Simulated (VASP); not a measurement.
```
HgZnTe2
1.0
   -0.01168     6.29759     6.29758
    6.28589     0.00002     6.28588
    3.14295     3.14295     0.00000
Zn Te Hg
2 4 2
Direct
  0.00372   0.99876   0.99752
  0.00372   0.49876   0.99752
  0.10984   0.13005   0.26011
  0.10984   0.63005   0.26011
  0.64270   0.11910   0.23820
  0.64270   0.61910   0.23820
  0.49374   0.00209   0.00417
  0.49374   0.50209   0.00417
```

Calculation: PBEsol GGA, VASP's PBE PAW potentials (set 64) (plane waves; VASP). Settings: 400 eV cut-off, 5×5×10 Γ-centred mesh, tetrahedra with Blöchl corrections, potentials Zn Te Hg.

Unless said otherwise, spin-orbit coupling is left out, though it shifts the bands of the heavy elements here.

Problem. Predict the energy per atom (σ→0), band gap (on the k-mesh) with the smallest direct gap where there is one.

Solution. 
| Quantity | Value |
|---|---|
| band gap (on the k-mesh) | none (metal, semimetal or under 0.01 eV) |
| energy per atom (σ→0) | -246.2 kJ/mol of atoms |

The absolute energy has meaning only against runs of the same code, potentials and settings.

The structure was generated: Hg2Zn2Te4 was put into an ordered model structure (R3m), which need not be its known phase. It was relaxed first.
